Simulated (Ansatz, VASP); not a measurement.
## Cross-check of TiTe2 between VASP and Ansatz

Wanted: the spread between two codes on one cell, functional and k mesh. The structure shown is the start of the Ansatz relaxation below; VASP solves that cell, so the two are compared at the walk's first step.

Main program and level: Ansatz 0.2.0; plane waves, with VASP 6.6.1 beside it; single point at PBE.

## Step 1: The structure

The cell holds 3 atoms: 2 Te and 1 Ti. Cell: a = 3.822 Å, b = 3.822 Å, c = 30.425 Å, α = 90.0°, β = 90.0°, γ = 120.0°. Vacuum lies along c. The height across the vacuum is the one that the program set for its solve, not the one typed.

## Step 2: Ansatz: relaxation, PBE

Ansatz runs on its default PAW (the set named soft_2) files.

The two programs are compared at the cell with which this relaxation starts, whose forces are those of its first step.

File input.yaml:

```yaml
crystal:
  lattice:
    - [3.822416, 0.0, 0.0]
    - [-1.911208, 3.31030936, 0.0]
    - [0.0, 0.0, 19.0644416]
  atoms:
    - { symbol: Te, position: [0.0, 0.0, 0.58688063] }
    - { symbol: Te, position: [0.66666667, 0.33333333, 0.41311937] }
    - { symbol: Ti, position: [0.33333333, 0.66666667, 0.5] }
  periodic: [true, true, false]
kpoints:
  mp_grid: { grid: [8, 8, 1] }
scf:
  occupations: { method: fermi_dirac, width: 0.05 }
hamiltonian:
  xc: pbe
  pseudopotentials: { kind: paw }
output:
  forces: true
  stress: true
relax:
  f_tol: 0.02
  max_steps: 50
  cell: {}
```

The run is started by

```console
> ansatz run input.yaml --threads 4 --pin off --max-ram 8192MiB --backend cpu --events-out ev --progress --plain --runs-dir out
```

Numbers of over 12 decimals in the logs are rounded to 6 here.

What it wrote:

```text
Warning: crystal.periodic: the lattice vector that does not repeat stood 0.000° off the slab's normal, 19.064 Å along it as the deck builds it. The run solves the slab on a vector along the normal, 30.425 Å long, with every atom where it was (on the deck's vector they left 15.75 Å outside them, and the widest stretch free of ions among them is 1.66 Å). A fractional position that the run reports is one of the run's ce [...]
crystal.periodic: the lattice vector that does not repeat stood 0.000° off the slab's normal, 19.064 Å along it as the deck builds it. The run solves the slab on a vector along the normal, 30.425 Å long, with every atom where it was (on the deck's vector they left 15.75 Å outside them, and the widest stretch free of ions among them is 1.66 Å). A fractional position that the run reports is one of the run's cell, which [...]
Engine: ansatz 0.2.0, x86_64-unknown-linux-gnu
Pseudopotentials: kind: paw
Pseudopotential: Te, paw, valence charge 16, recommended cutoff 420 eV (normal), Te.paw.azcp
Pseudopotential: Ti, paw, valence charge 12, recommended cutoff 420 eV (normal), Ti.paw.azcp
Functional definition: PBE
  parameter kappa = 0.804
  parameter beta = 0.066725
  exchange = pbe_x(kappa = kappa, mu = beta*pi^2/3)
  correlation = pbe_c(beta = beta)
Crystal: 3 atoms, lattice volume = 384.983 Å³
Basis set: ecut = 420 eV, 7517 PW (Γ), exchange–correlation on 54×54×432 points (8 copies of the dense FFT grid, shifted against one another)
Bands: 27, of which v1, the nominal top of the filled ones, is band 22 counted from 1 (21 counted from 0)
Symmetry: 12 space group operations
Space group: P-3m1 (ITA 164), of the structure as read, at distance tolerance 7.3e-5 Å
k-points: 10 of 64
Non-local potential: Te, projectors of the file, l = 0: 2, l = 1: 2, l = 2: 2, l = 3: 2
Non-local potential: Ti, projectors of the file, l = 0: 3, l = 1: 2, l = 2: 3, l = 3: 1
PAW form: soft (Blöchl's): semilocal exchange-correlation on the pseudo side does not see the compensation charge
PAW one-centre angular grid: Te, 590 points (default); XC on 64 Gauss nodes
PAW one-centre angular grid: Ti, 590 points (default); XC on 64 Gauss nodes
Initial density: superposition of atomic densities (neutral atoms: chi_scale 0, normalization atom), corrected by the library's trained network
Initial wavefunctions: pseudopotential atomic-orbital guess
Functional: x = pbe(κ = 0.804, μ = 0.219515), c = pbe(β = 0.066725)
SCF iter   1: F=—  HF=-16461.629348 eV  |F-HF|=—  |Δ(HF+E_count)|=         —  Δρ=2.46e-3  dr2=5.23e-2  ethr=1.77e-3  ⟨swp⟩=12.8  Hψ=1683  notcnv=0
preconditioner: auto → LDOS  [metal: Δε(μ)=0.120 eV  Ē_g=6.157 eV  σ=0.050 eV  W_gap=0.45  n_scr=24 (ndim 8)  ℏωp=7.6 eV  f_vac=0.756  D(μ)=1.45/eV (n_scr^D=6)  β→1.0]
SCF iter   2: F=—  HF=-16461.628665 eV  |F-HF|=—  |Δ(HF+E_count)|=   6.83e-4  Δρ=2.73e-3  dr2=6.76e-2  ethr=1.19e-4  ⟨swp⟩=4.2  Hψ=740  notcnv=0
[...]
SCF iter   5: F=—  HF=-16461.658849 eV  |F-HF|=—  |Δ(HF+E_count)|=   2.85e-5  Δρ=2.73e-5  dr2=7.24e-6  ethr=2.85e-7  ⟨swp⟩=3.0  Hψ=525  notcnv=0
SCF iter   6: F=—  HF=-16461.658855 eV  |F-HF|=—  |Δ(HF+E_count)|=   6.04e-6  Δρ=8.40e-6  dr2=3.61e-7  ethr=1.64e-8  ⟨swp⟩=3.3  Hψ=499  notcnv=0
SCF iter   7: F=—  HF=-16461.658908 eV  |F-HF|=—  |Δ(HF+E_count)|=   5.31e-5  Δρ=1.80e-6  dr2=1.91e-8  ethr=8.19e-10  ⟨swp⟩=3.6  Hψ=580  notcnv=0
SCF iter   8: F=—  HF=-16461.658908 eV  |F-HF|=—  |Δ(HF+E_count)|=   2.80e-8  Δρ=4.36e-7  dr2=8.16e-10  ethr=4.35e-11  ⟨swp⟩=2.9  Hψ=550  notcnv=0
SCF iter   9: F=—  HF=-16461.658908 eV  |F-HF|=—  |Δ(HF+E_count)|=   7.71e-9  Δρ=1.05e-7  dr2=3.18e-11  ethr=1.85e-12  ⟨swp⟩=3.0  Hψ=548  notcnv=0
SCF iter  10: F=-16461.658908 eV  HF=-16461.658908 eV  |F-HF|=3.64e-12  |Δ(HF+E_count)|=   1.74e-9  Δρ=1.68e-8  dr2=1.80e-12  ethr=1.00e-12  ⟨swp⟩=9.3  Hψ=1506  notcnv=0
SCF 3 converged in 10 iterations: F = -16461.658908 eV  dr2 = 1.80e-12
relax step   3: F+E_penalty+E_count = -16461.65890791 eV  Δ(F+E_penalty+E_count) = -3.639e-2 eV  max|allowed force component| = 3.191e-2 eV/Å  Δτ_max = 0.0810 Å  P = -0.495 N/m  Ω = 376.234 Å³  energy of the carried Pulay correction = +2.746e-4 eV  fix = [c, alpha, beta]  reactions: c -0.000 N/m  (10 SCF iters, accepted)
[...]
relax step   4: F+E_penalty+E_count = -16461.66144293 eV  Δ(F+E_penalty+E_count) = -2.535e-3 eV  max|allowed force component| = 3.128e-2 eV/Å  Δτ_max = 0.0095 Å  P = -0.247 N/m  Ω = 372.301 Å³  energy of the carried Pulay correction = +4.001e-4 eV  fix = [c, alpha, beta]  reactions: c -0.000 N/m  (6 SCF iters, dr2 threshold 3.00e-7 eV, accepted)
[...]
relax step   5: F+E_penalty+E_count = -16461.66209636 eV  Δ(F+E_penalty+E_count) = -6.534e-4 eV  max|allowed force component| = 1.888e-3 eV/Å  Δτ_max = 0.0022 Å  P = -0.012 N/m  Ω = 369.865 Å³  energy of the carried Pulay correction = +4.785e-4 eV  fix = [c, alpha, beta]  reactions: c -0.000 N/m  (7 SCF iters, dr2 threshold 8.59e-8 eV, accepted)
[...]
relax step   6: F+E_penalty+E_count = -16461.66161386 eV  Δ(F+E_penalty+E_count) = +4.825e-4 eV  max|allowed force component| = 1.772e-3 eV/Å  Δτ_max = 0.0000 Å  P = -0.011 N/m  Ω = 369.865 Å³  fix = [c, alpha, beta]  reactions: c -0.000 N/m  stress off target by 1.09e-2 N/m on what of the cell is left free  SCF on the basis re-selected at this cell (its energy is not comparable with the rows above)  (6 SCF iters)
basis re-selected at this cell: Δ(F+E_penalty+E_count) = +4.825e-4 eV, ΔP = +0.001 N/m vs the last step (what re-selecting the basis moved, of the pressure what is left beyond the Pulay correction that the steps carried, after the strain that the cell walked since its last selection, with what the two solves' SCF thresholds leave and, on support functions, any second-order correction that the steps lacked; it is no m [...]
SCF converged after 6 iterations
Free energy (F): -16461.661614 eV
Harris-Foulkes:  -16461.661614 eV  (|F-HF|=5.09e-10)
Internal energy: -16461.647712 eV  (E = F + TS)
E sigma→0 (E₀):  -16461.654663 eV
Entropy (-TS):   -0.013902 eV (-4.634 meV/atom)
Fermi energy:    -4.874678 eV
--- Per-component energies (eV) ---
  E_band       = -1328.599331
  E_kinetic    = 632.089064
  E_local      = -86803.946281  (includes V_loc(G=0)·N_el)
  E_nonlocal   = -612.131190
  E_hartree    = 43358.177950
  E_xc         = -345.933620
  E_vxc        = -330.029596  (∫ρ·V_xc dr)
  E_paw        = -10372.408473  (= ΣΔE_a)
  E_vpaw       = -930.937275  (= ΣTr[D̂ρ^β])
  E_aug_tail   = -0.000221  (compensation charges beyond the density's cutoff)
  E_ewald      = 37682.505059
  E_smearing   = -0.013902  (= −TS)
  E_closure    = 0.000000  (closes the sum)
  Σ components = -16461.661614   (vs F -16461.661614, Δ=0.00e0)
--- Forces (eV/Å), atoms counted from 1 ---
  atom   1  Te     0.00000000     0.00000000    -0.00177216
  atom   2  Te     0.00000000    -0.00000000     0.00177216
  atom   3  Ti     0.00000000     0.00000000     0.00000000
  max |Σ_I F_I| component: 2.31e-18 eV/Å
--- 2D stress c σ (N/m, compression-positive) ---
       -0.010949      -0.000000       0.000000
       -0.000000      -0.010949      -0.000000
        0.000000      -0.000000      -0.000000
  P = ½ c Tr σ = -0.0109 N/m
--- Relaxed structure (5 steps of the walk, 4 accepted, 1 SCFs on fresh bases) ---
  F+E_penalty+E_count = -16461.66161386 eV   max|allowed force component| = 1.772e-3 eV/Å   (the final SCF, on the basis selected at the relaxed cell)
  cell:  # Å, volume = 369.8651 Å³
    - [3.746613, 0.0, 0]
    - [-1.873306, 3.244662, 0]
    - [0, 0, 30.425323]
  atoms:
    - { symbol: Te, position: [0, 0, 0.370786] }
    - { symbol: Te, position: [0.666667, 0.333333, 0.255812] }
    - { symbol: Ti, position: [0.333333, 0.666667, 0.313299] }
```

Reading the cycles: dr2 is the Hartree energy of the density residual (eV), the measure of convergence; HF is the Harris–Foulkes estimate of the energy, which meets the free energy F at convergence.

## Step 3: VASP: single point, PBE, start cell

The same cell, functional, mesh and smearing now go to VASP, with its own data sets.

Lines of VASP's logs that name or quote its potential files are left out, and so is its time.

File INCAR:

```
SYSTEM = TiTe2
PREC = Accurate
ENCUT = 400
EDIFF = 1E-06
NELM = 120
ISMEAR = -1
SIGMA = 0.05
LREAL = .FALSE.
ALGO = Normal
GGA = PE
NBANDS = 18
LASPH = .TRUE.
LORBIT = 11
LWAVE = .FALSE.
LCHARG = .FALSE.
ISIF = 2
LDIPOL = .TRUE.
IDIPOL = 3
DIPOL = 0.5 0.5 0.313
LVHAR = .TRUE.
GGA_COMPAT = .FALSE.
NELMDL = -8
```

File POSCAR:

```
TiTe2
1.0
    3.8224160000      0.0000000000      0.0000000000
   -1.9112080000      3.3103090000      0.0000000000
    0.0000000000      0.0000000000     30.4253230000
Te Ti
2 1
Direct
    0.0000000000      0.0000000000      0.3677381174
    0.6666666163      0.3333332326      0.2588597005
    0.3333333837      0.6666667674      0.3132989254
```

File KPOINTS:

```
Automatic mesh
0
Gamma
8 8 1
0 0 0
```

PAW data sets: Te and Ti_sv (PBE family, release 64).

The run is started by

```console
> mpirun -np 1 vasp_std
```

What it wrote:

```text
[banner, memory and clock lines left out]
running    1 mpi-ranks, on    1 nodes
 distrk:  each k-point on    1 cores,    1 groups
 distr:  one band on    1 cores,    1 groups

 POSCAR found type information on POSCAR TeTi
 POSCAR found :  2 types and       3 ions
 LDA part: xc-table for (Slater+PW92), standard interpolation
 POSCAR, INCAR and KPOINTS ok, starting setup
 FFT: planning ... GRIDC
 FFT: planning ... GRID_SOFT
 FFT: planning ... GRID
 WAVECAR not read
 entering main loop
       N       E                     dE             d eps       ncg     rms          rms(c)
DAV:   1     0.140527161804E+03    0.14053E+03   -0.92066E+03   440   0.796E+02
DAV:   2     0.727466034475E-01   -0.14045E+03   -0.13784E+03   502   0.212E+02
DAV:   3    -0.175655567167E+02   -0.17638E+02   -0.17592E+02   676   0.683E+01
DAV:   4    -0.184917842481E+02   -0.92623E+00   -0.92348E+00   500   0.152E+01
DAV:   5    -0.185765941274E+02   -0.84810E-01   -0.84765E-01   576   0.362E+00
DAV:   6    -0.185772637060E+02   -0.66958E-03   -0.66948E-03   512   0.419E-01
DAV:   7    -0.185772846399E+02   -0.20934E-04   -0.20934E-04   568   0.646E-02
DAV:   8    -0.185772847960E+02   -0.15608E-06   -0.15629E-06   512   0.635E-03    0.119E+01
DAV:   9    -0.185163409602E+02    0.60944E-01   -0.38828E+01   428   0.400E+01    0.160E+01
DAV:  10    -0.166611268823E+02    0.18552E+01   -0.41805E+01   454   0.379E+01    0.651E+00
DAV:  11    -0.162510595143E+02    0.41007E+00   -0.13634E+00   400   0.825E+00    0.284E+00
DAV:  12    -0.161687088398E+02    0.82351E-01   -0.11658E+00   498   0.709E+00    0.170E+00
DAV:  13    -0.161561846020E+02    0.12524E-01   -0.34397E-01   424   0.452E+00    0.849E-01
DAV:  14    -0.161478608442E+02    0.83238E-02   -0.66918E-02   404   0.199E+00    0.248E-01
[...]
DAV:  21    -0.161476608996E+02   -0.94765E-04   -0.91512E-06   392   0.183E-02    0.793E-03
DAV:  22    -0.161476911246E+02   -0.30225E-04   -0.27884E-06   400   0.870E-03    0.276E-03
DAV:  23    -0.161477177281E+02   -0.26604E-04   -0.10804E-06   360   0.486E-03    0.414E-03
DAV:  24    -0.161477285452E+02   -0.10817E-04   -0.31405E-07   340   0.199E-03    0.320E-03
DAV:  25    -0.161477333373E+02   -0.47921E-05   -0.10425E-07   300   0.111E-03    0.163E-03
DAV:  26    -0.161477367343E+02   -0.33970E-05   -0.19932E-07   312   0.263E-03    0.693E-04
DAV:  27    -0.161477387308E+02   -0.19965E-05   -0.45468E-08   264   0.816E-04    0.672E-04
DAV:  28    -0.161477395575E+02   -0.82672E-06   -0.12954E-08   226   0.468E-04
   1 F= -.16147740E+02 E0= -.16141567E+02  d E =-.123443E-01
```

From OUTCAR (step 3):

```text
ion  position               nearest neighbor table
   1  0.000  0.000  0.368-   3 2.76   3 2.76   3 2.76
   2  0.667  0.333  0.259-   3 2.76   3 2.76   3 2.76
   3  0.333  0.667  0.313-   1 2.76   1 2.76   2 2.76   1 2.76   2 2.76   2 2.76

  LATTYP: Found a hexagonal cell.
 ALAT       =     3.8224160000
 C/A-ratio  =     7.9597100368

 Subroutine GETGRP returns: Found 12 space group operations
 (whereof  6 operations were pure point group operations)

The static configuration has the point symmetry C_3v.
 The point group associated with its full space group is D_3d.

 Found     10 irreducible k-points:

   k-points           NKPTS =     10   k-points in BZ     NKDIM =     10   number of bands    NBANDS=     18

   dimension x,y,z NGX =    28 NGY =   28 NGZ =  200
   dimension x,y,z NGXF=    56 NGYF=   56 NGZF=  400

   ENCUT  =  400.0 eV  29.40 Ry    5.42 a.u.   6.23  6.23 49.62*2*pi/ulx,y,z

   NELECT =      24.0000    total number of electrons

 k-points in reciprocal lattice and weights: Automatic mesh
   0.00000000  0.00000000  0.00000000       0.016
   0.12500000 -0.00000000  0.00000000       0.094
   0.25000000 -0.00000000  0.00000000       0.094
   0.37500000 -0.00000000  0.00000000       0.094
   0.50000000 -0.00000000  0.00000000       0.047
   0.12500000  0.12500000  0.00000000       0.094
   0.25000000  0.12500000  0.00000000       0.188
   0.37500000  0.12500000  0.00000000       0.188
   0.25000000  0.25000000  0.00000000       0.094
   0.37500000  0.25000000  0.00000000       0.094

 dipolmoment           0.000000      0.000000      0.000010 electrons x Angstroem

 average (electrostatic) potential at core
       1 -96.4838       2 -96.4838       3 -84.1629

 E-fermi :  -2.5458

 k-point     1 :       0.0000    0.0000    0.0000
  band No.  band energies     occupation
    ...
      6     -13.4861      2.00000
      7      -6.5917      2.00000
      8      -4.2759      2.00000
      9      -4.2759      2.00000
     10      -3.6109      2.00000
     11      -2.1846      0.00146
     12      -2.1846      0.00146
     13      -1.8721      0.00000
     14      -1.5756      0.00000
     15      -1.5756      0.00000
    ...

 k-point     2 :       0.1250   -0.0000    0.0000
  band No.  band energies     occupation
    ...
      8      -4.8357      2.00000
      9      -4.2467      2.00000
     10      -3.2815      2.00000
     11      -3.1487      1.99999
     12      -2.6414      1.74252
     13      -2.0769      0.00017
     14      -1.3294      0.00000
     15      -1.2698      0.00000
     16       0.1046      0.00000
     17       0.6811      0.00000
    ...

 k-point     3 :       0.2500   -0.0000    0.0000
  band No.  band energies     occupation
    ...
      8      -5.6507      2.00000
      9      -4.8506      2.00000
     10      -4.2283      2.00000
     11      -3.2762      2.00000
     12      -3.1506      1.99999
     13      -2.3108      0.01802
     14      -1.2000      0.00000
     15      -1.1890      0.00000
     16      -0.2415      0.00000
     17       0.5059      0.00000
    ...

  Total        0.0786753      0.0786753      1.4373012      0.0000000      0.0000000     -0.0000000
  in kB        0.3274218      0.3274217      5.9815908      0.0000000      0.0000000     -0.0000000
  external PRESSURE =       2.2121447 kB  Pullay stress =       0.0000000 kB

  energy-cutoff  :      400.00
  volume of cell :      384.98
      direct lattice vectors                 reciprocal lattice vectors
     3.822416000  0.000000000  0.000000000     0.261614644  0.151043301  0.000000000
    -1.911208000  3.310309000  0.000000000     0.000000000  0.302086603  0.000000000
     0.000000000  0.000000000 30.425323000     0.000000000  0.000000000  0.032867359

 POSITION                                       TOTAL-FORCE (eV/Angst)
 -----------------------------------------------------------------------------------
      0.00000      0.00000     11.18855         0.000000     -0.000000      0.457591
      1.91121      1.10344      7.87589         0.000000      0.000000     -0.457591
      0.00000      2.20687      9.53222        -0.000000      0.000000     -0.000000
 -----------------------------------------------------------------------------------
    total drift:                                0.000000     -0.000533      0.000674

  FREE ENERGIE OF THE ION-ELECTRON SYSTEM (eV)
  ---------------------------------------------------
  free  energy   TOTEN  =       -16.1477395575 eV

  energy  without entropy=      -16.1353952292  energy(sigma->0) =      -16.14156739

 vacuum level on the upper side and lower side of the slab         2.435         2.435

 total charge
# of ion       s       p       d       tot
------------------------------------------
    1        1.380   2.021   0.032   3.432
    2        1.380   2.021   0.032   3.432
    3        2.171   6.130   1.850  10.151
--------------------------------------------------
tot          4.930  10.171   1.915  17.015

[... 3 further parts left out ...]
```

This run has no spin polarisation, so a moment on Ti, if there is one, isn't seen.

## Step 4: Differences

Known differences besides the potentials themselves: Ansatz cuts the interaction across the vacuum, VASP repeats the sheet with a dipole correction; the data sets hold 44 valence electrons in Ansatz (on its default PAW (the set named soft_2) files) and 24 in VASP; the cutoff is 420 eV in Ansatz and 400 eV in VASP. Total energies have different zeros and are not compared.

Forces (eV/Å; atoms numbered as in POSCAR):

```csv
atom,"Ansatz x, y, z","VASP x, y, z"
Te1,"0.000, 0.000, 0.447","0.000, 0.000, 0.458"
Te2,"0.000, 0.000, -0.447","0.000, 0.000, -0.458"
Ti3,"0.000, 0.000, 0.000","0.000, 0.000, 0.000"
```

The forces differ by 5.1 meV/Å r.m.s., which is 2.4 % of the r.m.s. force of 0.216 eV/Å (both taken over all components). With vacuum in the cell, a pressure given here is an average over mostly empty space and none of the material.

## Step 5: Summary of results

```json
{
  "r.m.s. force difference (single point, PBE, start cell)": "2.4 % of the r.m.s. force"
}
```

What this shows: The r.m.s. force difference is 2.4 % of the r.m.s. force (single point, PBE, start cell), within the 3 % picked in this series as the mark of a large difference. The data sets hold unlike numbers of valence electrons (44 in Ansatz and 24 in VASP), so part of the differences comes from the potentials. 1 further run of this series is not shown here. Such differences can come from data sets, numerical settings and the points named under the comparisons, not from the functional's error against experiment.

[Lines on the potential files, build, host, timing and source positions are cut from VASP's logs without a mark.]

[Logs are printed without paths, hosts, clocks, repeated set-up lines and the standing remarks that a program may print on its own settings, such as how far it seeks lower states.]

[Hosts, paths, dates, database ids (printed as entryN), source tags and the programs' standing remarks are cut or masked in the printed files.]
